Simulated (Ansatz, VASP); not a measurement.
**NbTe in VASP and in Ansatz**

File INCAR:

```
PREC     = Accurate       # precision mode
ENCUT    = 520            # plane-wave cutoff, eV
EDIFF    = 1E-6           # SCF threshold, eV
ISMEAR   = -1             # smearing method
SIGMA    = 0.05           # smearing width, eV
LREAL    = F              # projectors in reciprocal space
LASPH    = T              # aspherical terms in the spheres
NELM     = 80             # most SCF steps
ALGO     = Normal         # electronic algorithm
ISIF     = 2              # what is computed and relaxed
LWAVE    = F              # write WAVECAR
LCHARG   = F              # write CHGCAR
METAGGA  = R2SCAN         # meta-GGA
LMIXTAU  = T            
NBANDS   = 16             # bands
```

The input KPOINTS:

```
regular mesh
0
Gamma
  8 8 7
```

The input POSCAR:

```
NbTe
1.0
    3.7029743866      0.0000000000      0.0000000000
   -1.8514871933      3.2068698884      0.0000000000
    0.0000000000      0.0000000000      3.6942110000
Te Nb
1 1
Direct
    0.6666666667      0.3333333333      0.0000000000
    0.0000000000      0.0000000000      0.5000000000
```

input.yaml

```yaml
crystal:
  lattice:
    - [3.7029743866, 0.0, 0.0]
    - [-1.8514871933, 3.2068698884, 0.0]
    - [0.0, 0.0, 3.694211]
  atoms:
    - { symbol: Te, position: [0.6666666667, 0.3333333333, 0.0] }
    - { symbol: Nb, position: [0.0, 0.0, 0.5] }
hamiltonian:
  xc: r2scan
  pseudopotentials: { kind: paw }
kpoints:
  mp_grid: { grid: [8, 8, 7] }
scf:
  occupations: { method: fermi_dirac, width: 0.05 }
output:
  forces: true
  stress: true
  eigenvalues: true
```

The cell comes from a database or a generator and needn't be the stable form of this composition.

Alike in both runs: task single point; functional r2SCAN; k mesh 8 × 8 × 7; occupations fermi-dirac, width 0.05 eV; no spin polarisation.

|  | VASP | Ansatz |
| --- | --- | --- |
| version | VASP 6.6.1 | Ansatz 0.2.0 |
| potentials or method | VASP PAW PBE potentials, release 64 (Te, Nb_sv) | Ansatz PAW |
| plane-wave cutoff (eV) | 520 | 500 |
| valence electrons in the cell | 19 | 29 |

VASP gave:

```
gap on the k mesh at the Fermi level (eV)       : none
pressure (GPa)                                  : -1.6
largest component of the traceless stress (GPa) : 0.16
```

**Question.** What did Ansatz give for the same quantities?

**Answer.** gap on the k mesh at the Fermi level (eV): none; pressure (GPa): -1.5; largest component of the traceless stress (GPa): 0.11.

A gap of «none» marks a metal or a gap that the smearing closes. The two sets of potentials don't hold the same shells in valence.

Caveats: the PAW data sets were made with another functional, which shifts forces and pressure a little (VASP); the PAW data sets come from PBE, with cores solved anew for the run's functional, which leaves a small shift of forces and pressure (Ansatz). The runs have no spin-orbit coupling, so splittings on Te are missing.
